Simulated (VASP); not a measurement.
Given:

```
CELL_PARAMETERS angstrom
      0.00000     2.16453     2.16453
      2.16453     0.00000     2.16453
      2.16453     2.16453     0.00000
ATOMIC_POSITIONS crystal
  Be 0.25000 0.25000 0.25000
  Be 0.75000 0.75000 0.75000
  C  0.00000 0.00000 0.00000
```

The numbers are results of PBE GGA, VASP's PBE PAW potentials (set 64) (plane waves; VASP 6.6.1), not measurements. Numerical set-up: 620 eV cut-off, 9×9×9 Γ-centred mesh, Gaussian smearing of 0.050 eV, potentials Be C.

Problem. Predict the energy per atom (σ→0).

Solution. 
```yaml
energy per atom (σ→0): -5.819 eV/atom
```

Only differences to runs with the same potentials and settings are physical.

The compound is Be2C in the antifluorite structure. It was relaxed first.
